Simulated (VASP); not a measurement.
Given:

```
BN
1.0
    0.00000     1.81272     1.81272
    1.81272     0.00000     1.81272
    1.81272     1.81272     0.00000
B N
1 1
Direct
  0.00000   0.00000   0.00000
  0.25000   0.25000   0.25000
```

The numbers are results of PBE GGA, VASP's PBE PAW potentials (set 64) (plane waves; VASP), not measurements. Run with 620 eV cut-off, 12×12×12 Γ-centred mesh, Gaussian smearing of 0.050 eV, potentials B N.

Task: Estimate the energy per atom (σ→0), band gap (on the k-mesh) with the smallest direct gap where there is one.

Result: 
The band gap (on the k-mesh) is 4.45 eV. The smallest direct gap (on the k-mesh) is 8.78 eV and the energy per atom (σ→0) comes out as -8.728 eV/atom.

The compound is BN in the zinc blende structure. It was relaxed first.
